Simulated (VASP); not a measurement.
Set up this calculation in VASP 6.6.1, as the native input.

```yaml
Task: band structure
Functional: PBE
Potentials_or_basis: VASP PAW PBE potentials, release 64 (W_sv, S)
Cutoff: 520 eV
k_mesh: 6 × 6 × 2
Occupations: gaussian, width 0.03 eV
Spin: no spin polarisation
Grid_for_exact_exchange_PRECFOCK: Fast
Further_INCAR_settings: ALGO = Normal; EDIFF = 1e-06; NBANDS = 35
```

The structure of WS2 (Tungstenite) lies in POSCAR:

```
WS2                                     
1.0
    3.1541041076      0.0000000000      0.0000000000
   -1.5770520538      2.7315342833      0.0000000000
    0.0000000000      0.0000000000     12.1422918806
  W               S             
     2     4
Direct
     0.3333333332999970    0.6666666667000030    0.2500000000000000
     0.6666666667000030    0.3333333332999970    0.7500000000000000
     0.3333333332999970    0.6666666667000030    0.6203012365278617
     0.6666666667000030    0.3333333332999970    0.1203012365278618
     0.3333333332999970    0.6666666667000030    0.8796987634721383
     0.6666666667000030    0.3333333332999970    0.3796987634721382
```

The input as run:

INCAR

```
PREC = Accurate
ENCUT = 520
EDIFF = 1E-6
ISMEAR = 0
SIGMA = 0.03
LREAL = F
LASPH = T
NELM = 80
ALGO = Normal
ISIF = 2
LWAVE = F
LCHARG = F
LMAXMIX = 4
GGA = PE
NBANDS = 35
KPAR = 4
```

KPOINTS

```
Automatic mesh
0
Gamma
  6 6 2
```

KPOINTS_OPT

```
explicit points
6
Reciprocal
 0.0000000000  0.0000000000  0.0000000000 1
 0.0000000000  0.0000000000  0.5000000000 1
 0.3333333333  0.3333333333  0.5000000000 1
 0.3333333333  0.3333333333  0.0000000000 1
 0.5000000000  0.0000000000  0.5000000000 1
 0.5000000000  0.0000000000  0.0000000000 1
```

Potentials or basis: VASP PAW PBE potentials, release 64 (W_sv, S).

Launch:

```console
$ cat potpaw_PBE.64/W_sv/POTCAR potpaw_PBE.64/S/POTCAR > POTCAR
$ mpirun -np 4 vasp_std > vasp.out
```

It gave:

```yaml
Pressure: 4.1 GPa
Largest_force: 0.006 eV/Å
Band_gap_on_the_k_mesh: 0.91 eV, indirect (least direct gap 1.83 eV)
Band_gap_along_the_path: 1.28 eV, indirect (least direct gap 1.83 eV)
```

Caveat: spin-orbit coupling is left out, which moves the levels of the heavy elements; this functional lacks dispersion, which binds the layers, so the pressure and a relaxed spacing across them are unreliable.

It took 11 s on 4 MPI ranks on Intel(R) Xeon(R) 6975P-C (Granite Rapids), with other jobs on the host, peak memory 0.25 GiB a rank.
